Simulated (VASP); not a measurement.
VASP ran on this input.

INCAR:
```
# general
SYSTEM  = AlAs
PREC    = Accurate
ENCUT   = 500
LREAL   = F
LASPH   = T

# electronic loop
EDIFF   = 1E-6
NELM    = 100
ALGO    = Normal
LMAXMIX = 4

# smearing
ISMEAR  = 1
SIGMA   = 0.1

# functional
GGA     = PS

# ions
IBRION  = 2
NSW     = 40
ISIF    = 3
EDIFFG  = -0.02
PSTRESS = 450

# output
LWAVE   = F
LCHARG  = F
```

POSCAR:
```
AlAs
1
    3.0226986003     0.0000000000     0.0000000000
    0.0000000000     3.0226986003     0.0000000000
    0.0000000000     0.0000000000     3.0226986003
Al As
1 1
Direct
  0.0000000000   0.0000000000   0.0000000000
  0.5000000000   0.5000000000   0.5000000000
```

**KPOINTS**
```
kpoints
0
gamma
 12 12 12
```

POTCAR, in this order: Al As (PBE.64 set). Program: vasp_std.

**Question.** Translate this PBEsol calculation to Ansatz.

**Answer.** One equivalent input (not run):
Ansatz 0.2 input:
```yaml
crystal:
  lattice:
    - [3.0226986, 0.0000000, 0.0000000]
    - [0.0000000, 3.0226986, 0.0000000]
    - [0.0000000, 0.0000000, 3.0226986]
  atoms:
    - { symbol: Al, position: [0.0000000, 0.0000000, 0.0000000] }
    - { symbol: As, position: [0.5000000, 0.5000000, 0.5000000] }
kpoints:
  mp_grid: { grid: [12, 12, 12] }
hamiltonian:
  xc: pbesol
  pseudopotentials: { kind: paw }
scf:
  occupations: { method: methfessel_paxton, width: 0.1 }
  max_iter: 100
relax:
  max_steps: 40
  f_tol: 0.02
  cell: { p_target: 45 }
output: { forces: true, stress: true, eigenvalues: true }
```
What does not carry over: each code has its own PAW files, so the cut-off isn't converted (ENCUT is set for VASP's; basis.ecutwfc is left out, and Ansatz then takes the one that its files recommend); Ansatz stops its SCF on the density residual and VASP on the energy change (EDIFF).

The structure was generated: AlAs was put into the CsCl type type (Pm-3m), which need not be its known phase. This run relaxes it under an external pressure of 45 GPa. Symmetry was kept, so distortions that lower it aren't found.
